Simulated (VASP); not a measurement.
```
Au
1.0
    0.00000     2.06893     2.06893
    2.06893     0.00000     2.06893
    2.06893     2.06893     0.00000
Au
1
Cartesian
  0.00000   0.00000   0.00000
```

Level of theory: PBE GGA with D3 dispersion (zero damping), VASP's PBE PAW potentials (set 64) (plane waves; VASP 6.6.1). Numerical set-up: 520 eV cut-off, 15×15×15 Γ-centred mesh, first-order Methfessel-Paxton smearing of 0.10 eV, potentials Au.

**Question.** Give the stress tensor in GPa (positive for a compressed cell).

**Answer.** 
```
-4.10   0.00   0.00
 0.00  -4.10   0.00
 0.00   0.00  -4.10
```
The pressure is its mean diagonal, -4.10 GPa.

The compound is Au in the fcc structure. This cell is one point of a volume scan, at 1.03 of the reference volume.
